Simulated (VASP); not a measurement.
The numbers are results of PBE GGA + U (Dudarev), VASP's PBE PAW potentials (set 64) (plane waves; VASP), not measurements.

The input files of a VASP run:

### INCAR
```
SYSTEM = VAs
PREC = Accurate
ENCUT = 400
EDIFF = 1E-6
NELM = 100
ALGO = Normal
LREAL = .FALSE.
LASPH = .TRUE.
ISMEAR = 0
SIGMA = 0.05
GGA = PE
LMAXMIX = 4
ISPIN = 2
MAGMOM = 2.0 2.0 0.0 0.0
LORBIT = 10
LWAVE = .FALSE.
LCHARG = .FALSE.
ISIF = 2
LDAU = .TRUE.
LDAUTYPE = 2
LDAUL = 2 -1
LDAUU = 3.0 0
LDAUJ = 0 0
LDAUPRINT = 1
```

KPOINTS:
```
Automatic
0
gamma
  5 5 3
0 0 0
```

File POSCAR:
```
VAs
1
    3.2336870000    -2.3631320000     0.0000000000
    3.2336870000     2.3631320000     0.0000000000
   -1.1737100000     0.0000000000     6.9838620000
V As
2 2
Direct
  0.0000000000   0.5000000000   0.0000000000
  0.5000000000   0.0000000000   0.5000000000
  0.5816000000   0.4184000000   0.2500000000
  0.4184000000   0.5816000000   0.7500000000
```

POTCAR, in this order: V_sv As (PBE.64 set). Program: vasp_std.

Output of the run:

### OUTCAR
```
 ion  position               nearest neighbor table
   1  0.000  0.500  0.000-   3 2.69   4 2.69   4 2.71   3 2.71
   2  0.500  0.000  0.500-   4 2.69   3 2.69   4 2.71   3 2.71
   3  0.582  0.418  0.250-   2 2.69   1 2.69   2 2.71   1 2.71
   4  0.418  0.582  0.750-   1 2.69   2 2.69   2 2.71   1 2.71
  LATTYP: Found a base centered monoclinic cell.
 ALAT       =     6.4673740000
 B/A-ratio  =     0.7307856326
 C/A-ratio  =     1.0950042915
 COS(beta)  =    -0.1657360588
 Subroutine PRICEL returns:
 Original cell was already a primitive cell.
 Subroutine GETGRP returns: Found  4 space group operations
The static configuration has the point symmetry S_2 .
 The point group associated with its full space group is C_2h.
The dynamic configuration has the point symmetry S_2 .
The overall configuration has the point symmetry S_2 .
 Subroutine INISYM returns: Found  4 space group operations
 Subroutine IBZKPT returns following result:
 Found     24 irreducible k-points:

 Following reciprocal coordinates:
            Coordinates               Weight
  0.000000  0.000000  0.000000      1.000000
  0.200000 -0.000000 -0.000000      4.000000
  0.400000 -0.000000  0.000000      4.000000
  0.200000  0.200000 -0.000000      2.000000
  0.400000  0.200000 -0.000000      4.000000
 -0.400000  0.200000 -0.000000      4.000000
 -0.200000  0.200000  0.000000      2.000000
  0.400000  0.400000  0.000000      2.000000
 -0.400000  0.400000  0.000000      2.000000
  0.000000  0.000000  0.333333      2.000000
  0.200000 -0.000000  0.333333      4.000000
  0.400000 -0.000000  0.333333      4.000000
 -0.400000  0.000000  0.333333      4.000000
 -0.200000  0.000000  0.333333      4.000000
  0.200000  0.200000  0.333333      2.000000
  0.400000  0.200000  0.333333      4.000000
 -0.400000  0.200000  0.333333      4.000000
...
```

File OSZICAR:
```
...
DAV:  12    -0.211347376153E+02   -0.51432E-01   -0.19276E-01  3504   0.220E+00    0.184E+00
DAV:  13    -0.211378333410E+02   -0.30957E-02   -0.10569E-01  3272   0.183E+00    0.106E+00
DAV:  14    -0.211635618075E+02   -0.25728E-01   -0.10991E-01  3280   0.153E+00    0.708E-01
DAV:  15    -0.211884023244E+02   -0.24841E-01   -0.13681E-01  3336   0.143E+00    0.544E-01
DAV:  16    -0.212029331082E+02   -0.14531E-01   -0.62969E-02  3096   0.108E+00    0.382E-01
DAV:  17    -0.212124322477E+02   -0.94991E-02   -0.59465E-02  3032   0.962E-01    0.257E-01
DAV:  18    -0.212164173051E+02   -0.39851E-02   -0.24789E-02  3360   0.626E-01    0.169E-01
DAV:  19    -0.212186981892E+02   -0.22809E-02   -0.77746E-03  3208   0.441E-01    0.135E-01
DAV:  20    -0.212201927123E+02   -0.14945E-02   -0.86843E-03  3064   0.343E-01    0.113E-01
DAV:  21    -0.212211937650E+02   -0.10011E-02   -0.36790E-03  3288   0.215E-01    0.103E-01
DAV:  22    -0.212224161151E+02   -0.12224E-02   -0.14664E-02  3248   0.398E-01    0.102E-01
DAV:  23    -0.212229784484E+02   -0.56233E-03   -0.49949E-02  3312   0.756E-01    0.109E-01
DAV:  24    -0.212251377097E+02   -0.21593E-02   -0.19744E-02  3304   0.462E-01    0.844E-02
DAV:  25    -0.212262920685E+02   -0.11544E-02   -0.15622E-02  3200   0.408E-01    0.731E-02
DAV:  26    -0.212272875419E+02   -0.99547E-03   -0.17900E-03  3152   0.187E-01    0.536E-02
DAV:  27    -0.212276074448E+02   -0.31990E-03   -0.48528E-03  3304   0.229E-01    0.533E-02
DAV:  28    -0.212280185871E+02   -0.41114E-03   -0.74212E-03  3168   0.298E-01    0.540E-02
DAV:  29    -0.212284273015E+02   -0.40871E-03   -0.33896E-03  3272   0.193E-01    0.546E-02
DAV:  30    -0.212283704165E+02    0.56885E-04   -0.11537E-03  3232   0.172E-01    0.508E-02
DAV:  31    -0.212277429998E+02    0.62742E-03   -0.45571E-03  3464   0.261E-01    0.561E-02
DAV:  32    -0.212274527255E+02    0.29027E-03   -0.34345E-03  3304   0.199E-01    0.630E-02
DAV:  33    -0.212279294400E+02   -0.47671E-03   -0.14612E-03  3176   0.181E-01    0.590E-02
DAV:  34    -0.212281438529E+02   -0.21441E-03   -0.45458E-03  3488   0.244E-01    0.575E-02
DAV:  35    -0.212284365145E+02   -0.29266E-03   -0.65613E-03  3392   0.264E-01    0.594E-02
DAV:  36    -0.212281245360E+02    0.31198E-03   -0.58512E-03  3368   0.337E-01    0.528E-02
DAV:  37    -0.212273420405E+02    0.78250E-03   -0.74835E-03  3352   0.300E-01    0.591E-02
DAV:  38    -0.212274953132E+02   -0.15327E-03   -0.13847E-03  3360   0.132E-01    0.557E-02
DAV:  39    -0.212278802642E+02   -0.38495E-03   -0.15350E-03  3152   0.163E-01    0.532E-02
DAV:  40    -0.212279630405E+02   -0.82776E-04   -0.89679E-03  3208   0.325E-01    0.629E-02
DAV:  41    -0.212247582462E+02    0.32048E-02   -0.12939E-01  3232   0.122E+00    0.169E-01
DAV:  42    -0.212304227367E+02   -0.56645E-02   -0.92628E-03  3272   0.457E-01    0.134E-01
DAV:  43    -0.212309483890E+02   -0.52565E-03   -0.63170E-04  2600   0.181E-01    0.118E-01
DAV:  44    -0.212309870908E+02   -0.38702E-04   -0.45110E-05  2744   0.310E-02    0.120E-01
DAV:  45    -0.212304975451E+02    0.48955E-03   -0.30135E-03  3224   0.202E-01    0.113E-01
DAV:  46    -0.212306615107E+02   -0.16397E-03   -0.81168E-04  2984   0.144E-01    0.118E-01
DAV:  47    -0.212294968119E+02    0.11647E-02   -0.91540E-03  3304   0.337E-01    0.109E-01
DAV:  48    -0.212297375936E+02   -0.24078E-03   -0.33604E-04  2768   0.136E-01    0.104E-01
DAV:  49    -0.212293918114E+02    0.34578E-03   -0.11470E-03  3248   0.121E-01    0.102E-01
DAV:  50    -0.212272030671E+02    0.21887E-02   -0.25286E-02  3208   0.574E-01    0.104E-01
DAV:  51    -0.212260375039E+02    0.11656E-02   -0.22957E-02  3408   0.497E-01    0.108E-01
DAV:  52    -0.212252221494E+02    0.81535E-03   -0.18989E-02  3104   0.425E-01    0.121E-01
DAV:  53    -0.212255707331E+02   -0.34858E-03   -0.37715E-03  3304   0.217E-01    0.120E-01
DAV:  54    -0.212262370643E+02   -0.66633E-03   -0.13918E-03  3128   0.179E-01    0.108E-01
DAV:  55    -0.212266613491E+02   -0.42428E-03   -0.20680E-03  3248   0.164E-01    0.936E-02
DAV:  56    -0.212269981595E+02   -0.33681E-03   -0.37412E-04  3104   0.945E-02    0.817E-02
DAV:  57    -0.212273182963E+02   -0.32014E-03   -0.98749E-03  3328   0.347E-01    0.707E-02
DAV:  58    -0.212277994913E+02   -0.48120E-03   -0.22350E-03  3360   0.164E-01    0.622E-02
DAV:  59    -0.212280171502E+02   -0.21766E-03   -0.49954E-03  3144   0.224E-01    0.644E-02
DAV:  60    -0.212283401504E+02   -0.32300E-03   -0.86563E-04  3304   0.109E-01    0.608E-02
DAV:  61    -0.212284901712E+02   -0.15002E-03   -0.44160E-04  3208   0.667E-02    0.607E-02
DAV:  62    -0.212284792676E+02    0.10904E-04   -0.29987E-05  2144   0.416E-02    0.598E-02
DAV:  63    -0.212284492012E+02    0.30066E-04   -0.15114E-05  2600   0.189E-02    0.603E-02
DAV:  64    -0.212284229862E+02    0.26215E-04   -0.43473E-05  2552   0.270E-02    0.618E-02
DAV:  65    -0.212283269829E+02    0.96003E-04   -0.89623E-05  3040   0.416E-02    0.628E-02
DAV:  66    -0.212275505879E+02    0.77640E-03   -0.42961E-03  3408   0.243E-01    0.731E-02
DAV:  67    -0.212269466754E+02    0.60391E-03   -0.49151E-03  3376   0.228E-01    0.843E-02
DAV:  68    -0.212260456987E+02    0.90098E-03   -0.77105E-03  3256   0.280E-01    0.102E-01
DAV:  69    -0.212274334479E+02   -0.13877E-02   -0.91906E-03  3192   0.416E-01    0.848E-02
DAV:  70    -0.212277487191E+02   -0.31527E-03   -0.17434E-03  3456   0.146E-01    0.763E-02
DAV:  71    -0.212279410040E+02   -0.19228E-03   -0.17725E-02  3272   0.455E-01    0.855E-02
DAV:  72    -0.212285286449E+02   -0.58764E-03   -0.21125E-02  3392   0.466E-01    0.105E-01
DAV:  73    -0.212295046486E+02   -0.97600E-03   -0.43167E-04  2320   0.195E-01    0.850E-02
DAV:  74    -0.212301065426E+02   -0.60189E-03   -0.78991E-03  3376   0.311E-01    0.104E-01
DAV:  75    -0.212303194552E+02   -0.21291E-03   -0.15932E-04  2328   0.114E-01    0.978E-02
DAV:  76    -0.212303285821E+02   -0.91269E-05   -0.14242E-05  2672   0.189E-02    0.983E-02
DAV:  77    -0.212302197869E+02    0.10880E-03   -0.45196E-05  2744   0.303E-02    0.978E-02
DAV:  78    -0.212303113082E+02   -0.91521E-04   -0.12599E-04  3144   0.408E-02    0.101E-01
DAV:  79    -0.212304054294E+02   -0.94121E-04   -0.10648E-04  3024   0.352E-02    0.103E-01
DAV:  80    -0.212303846458E+02    0.20784E-04   -0.22538E-06  1736   0.155E-02    0.103E-01
DAV:  81    -0.212307837131E+02   -0.39907E-03   -0.12404E-03  3272   0.132E-01    0.109E-01
DAV:  82    -0.212310041745E+02   -0.22046E-03   -0.39532E-04  3376   0.735E-02    0.113E-01
DAV:  83    -0.212298177413E+02    0.11864E-02   -0.52519E-03  3320   0.276E-01    0.100E-01
DAV:  84    -0.212300477218E+02   -0.22998E-03   -0.21643E-04  2936   0.856E-02    0.959E-02
DAV:  85    -0.212301165861E+02   -0.68864E-04   -0.76410E-06  2296   0.221E-02    0.952E-02
DAV:  86    -0.212306789560E+02   -0.56237E-03   -0.47101E-03  3216   0.253E-01    0.111E-01
DAV:  87    -0.212307419760E+02   -0.63020E-04   -0.93416E-05  2320   0.861E-02    0.109E-01
DAV:  88    -0.212309345313E+02   -0.19256E-03   -0.25801E-04  3312   0.565E-02    0.112E-01
DAV:  89    -0.212308803153E+02    0.54216E-04   -0.17134E-05  2432   0.287E-02    0.111E-01
DAV:  90    -0.212308319237E+02    0.48392E-04   -0.62593E-05  2600   0.294E-02    0.110E-01
DAV:  91    -0.212305639813E+02    0.26794E-03   -0.39438E-04  3400   0.707E-02    0.106E-01
DAV:  92    -0.212309735686E+02   -0.40959E-03   -0.91876E-04  3320   0.123E-01    0.113E-01
DAV:  93    -0.212311106235E+02   -0.13705E-03   -0.16059E-04  3296   0.489E-02    0.115E-01
DAV:  94    -0.212311240395E+02   -0.13416E-04   -0.10398E-05  2488   0.168E-02    0.116E-01
DAV:  95    -0.212310431049E+02    0.80935E-04   -0.33940E-05  2528   0.234E-02    0.115E-01
DAV:  96    -0.212318001596E+02   -0.75705E-03   -0.50525E-03  3264   0.260E-01    0.135E-01
DAV:  97    -0.212317932486E+02    0.69110E-05   -0.12103E-04  2368   0.943E-02    0.131E-01
DAV:  98    -0.212316999915E+02    0.93257E-04   -0.26050E-05  2744   0.239E-02    0.130E-01
DAV:  99    -0.212317277953E+02   -0.27804E-04   -0.19555E-06  1600   0.832E-03    0.130E-01
DAV: 100    -0.212317657812E+02   -0.37986E-04   -0.10431E-05  2368   0.121E-02
   1 F= -.21231766E+02 E0= -.21228783E+02  d E =-.596456E-02  mag=     4.1387
```

OUTCAR:
```
------------------------ aborting loop EDIFF was not reached (unconverged)  ----------------------------
  FORCE on cell =-STRESS in cart. coord.  units (eV):
  Direction    XX          YY          ZZ          XY          YZ          ZX
  --------------------------------------------------------------------------------------
  Total       -5.8759602     -5.6637203     -5.4086744      0.0000000      0.0000000      0.3499670
  in kB      -88.2018761    -85.0160209    -81.1876199      0.0000000      0.0000000      5.2532265
  external PRESSURE =     -84.8018390 kB  Pullay stress =       0.0000000 kB
  volume of cell :      106.74
      direct lattice vectors                 reciprocal lattice vectors
     3.233687000 -2.363132000  0.000000000     0.154622262 -0.211583610  0.025985865
     3.233687000  2.363132000  0.000000000     0.154622262  0.211583610  0.025985865
    -1.173710000  0.000000000  6.983862000     0.000000000  0.000000000  0.143187251
 POSITION                                       TOTAL-FORCE (eV/Angst)
 -----------------------------------------------------------------------------------
      1.61684      1.18157      0.00000        -0.000000      0.000000      0.000000
      1.02999     -1.18157      3.49193        -0.000000     -0.000000      0.000000
      2.94026     -0.38566      1.74597         0.000000     -0.300557      0.000000
      2.35340      0.38566      5.23790        -0.000000      0.300557      0.000000
 -----------------------------------------------------------------------------------
    total drift:                                0.000000     -0.000000      0.000000
  FREE ENERGIE OF THE ION-ELECTRON SYSTEM (eV)
  ---------------------------------------------------
  free  energy   TOTEN  =       -21.2317657812 eV

  energy  without entropy=      -21.2258012175  energy(sigma->0) =      -21.22878350

 total charge

# of ion       s       p       d       tot
------------------------------------------
    1        2.204   6.081   2.885  11.171
    2        2.204   6.081   2.885  11.171
    3        1.228   1.502   0.018   2.748
    4        1.228   1.502   0.018   2.748
--------------------------------------------------
tot          6.865  15.166   5.807  27.839

 magnetization (x)

# of ion       s       p       d       tot
------------------------------------------
    1        0.036   0.003   2.277   2.316
    2        0.036   0.003   2.277   2.316
    3       -0.012  -0.268   0.007  -0.273
    4       -0.012  -0.268   0.007  -0.273
--------------------------------------------------
tot          0.048  -0.529   4.569   4.087
```
(Selected blocks of OUTCAR.)

### stdout
```
...
DAV:  81    -0.212307837131E+02   -0.39907E-03   -0.12404E-03  3272   0.132E-01    0.109E-01
DAV:  82    -0.212310041745E+02   -0.22046E-03   -0.39532E-04  3376   0.735E-02    0.113E-01
DAV:  83    -0.212298177413E+02    0.11864E-02   -0.52519E-03  3320   0.276E-01    0.100E-01
DAV:  84    -0.212300477218E+02   -0.22998E-03   -0.21643E-04  2936   0.856E-02    0.959E-02
DAV:  85    -0.212301165861E+02   -0.68864E-04   -0.76410E-06  2296   0.221E-02    0.952E-02
DAV:  86    -0.212306789560E+02   -0.56237E-03   -0.47101E-03  3216   0.253E-01    0.111E-01
DAV:  87    -0.212307419760E+02   -0.63020E-04   -0.93416E-05  2320   0.861E-02    0.109E-01
DAV:  88    -0.212309345313E+02   -0.19256E-03   -0.25801E-04  3312   0.565E-02    0.112E-01
DAV:  89    -0.212308803153E+02    0.54216E-04   -0.17134E-05  2432   0.287E-02    0.111E-01
DAV:  90    -0.212308319237E+02    0.48392E-04   -0.62593E-05  2600   0.294E-02    0.110E-01
DAV:  91    -0.212305639813E+02    0.26794E-03   -0.39438E-04  3400   0.707E-02    0.106E-01
DAV:  92    -0.212309735686E+02   -0.40959E-03   -0.91876E-04  3320   0.123E-01    0.113E-01
DAV:  93    -0.212311106235E+02   -0.13705E-03   -0.16059E-04  3296   0.489E-02    0.115E-01
DAV:  94    -0.212311240395E+02   -0.13416E-04   -0.10398E-05  2488   0.168E-02    0.116E-01
DAV:  95    -0.212310431049E+02    0.80935E-04   -0.33940E-05  2528   0.234E-02    0.115E-01
DAV:  96    -0.212318001596E+02   -0.75705E-03   -0.50525E-03  3264   0.260E-01    0.135E-01
DAV:  97    -0.212317932486E+02    0.69110E-05   -0.12103E-04  2368   0.943E-02    0.131E-01
DAV:  98    -0.212316999915E+02    0.93257E-04   -0.26050E-05  2744   0.239E-02    0.130E-01
DAV:  99    -0.212317277953E+02   -0.27804E-04   -0.19555E-06  1600   0.832E-03    0.130E-01
DAV: 100    -0.212317657812E+02   -0.37986E-04   -0.10431E-05  2368   0.121E-02

 -----------------------------------------------------------------------------
|                                                                             |
|           W    W    AA    RRRRR   N    N  II  N    N   GGGG   !!!           |
|           W    W   A  A   R    R  NN   N  II  NN   N  G    G  !!!           |
|           W    W  A    A  R    R  N N  N  II  N N  N  G       !!!           |
|           W WW W  AAAAAA  RRRRR   N  N N  II  N  N N  G  GGG   !            |
|           WW  WW  A    A  R   R   N   NN  II  N   NN  G    G                |
|           W    W  A    A  R    R  N    N  II  N    N   GGGG   !!!           |
|                                                                             |
|     The electronic self-consistency was not achieved in the given           |
|     number of steps (NELM). The forces and other quantities evaluated       |
|     might not be reliable so examine the results carefully. If you find     |
|     spurious results, we suggest increasing NELM, if you were close to      |
|     convergence or switching to a different ALGO or adjusting the           |
|     density mixing parameters otherwise.                                    |
|                                                                             |
 -----------------------------------------------------------------------------

   1 F= -.21231766E+02 E0= -.21228783E+02  d E =-.596456E-02  mag=     4.1387
```

The run did not converge; its last values are not results.

The structure was generated: VAs was put into the tenorite type (C2/c), which need not be its known phase. The cell was not relaxed at this level. The k-mesh is coarse (spacing up to 0.33 per Å, 2π included), so the numbers may not be converged in it. The run is one of a series of settings (LDAU = .TRUE., LDAUJ = 0 0, LDAUL = 2 -1, LDAUTYPE = 2, LDAUU = 3.0 0 against the base run), some of them coarse on purpose.
